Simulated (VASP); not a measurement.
Consider the following.

```xyz
2
Lattice="1.7900 -3.1004 0.0000 1.7900 3.1004 0.0000 0.0000 0.0000 5.6200" Properties=species:S:1:pos:R:3 pbc="T T T"
Ho     1.7900     1.0335     1.4050
Ho     1.7900    -1.0335     4.2150
```

Computed with optB88-vdW, VASP's PBE PAW potentials (set 64) (plane waves; VASP). Run with 520 eV cut-off, 11×11×6 Γ-centred mesh, first-order Methfessel-Paxton smearing of 0.10 eV, potentials Ho_3.

The 4f electrons are frozen in the core of the lanthanide potential, so 4f levels, which can set the real gap, and their magnetism are missing. Energy and stress use the plane-wave basis of the starting cell.

Task: The ions, cell shape and volume are relaxed. Predict the relaxed structure.

Result: 
```xyz
2
Lattice="1.7870 -3.0951 0.0000 1.7870 3.0951 0.0000 0.0000 0.0000 5.4879" Properties=species:S:1:pos:R:3 pbc="T T T"
Ho     1.7870     1.0317     1.3720
Ho     1.7870    -1.0317     4.1159
```
Space group P6_3/mmc (194), at a tolerance of 0.03 Å.

Task: How do energy and volume change from the first to the last step?

Result: The energy (σ→0) changes by -5.3 meV/atom and the volume by -2.7 %, in 6 ionic steps.

The compound is Ho in the hcp structure. This run relaxes it. Symmetry was kept, so distortions that lower it aren't found.
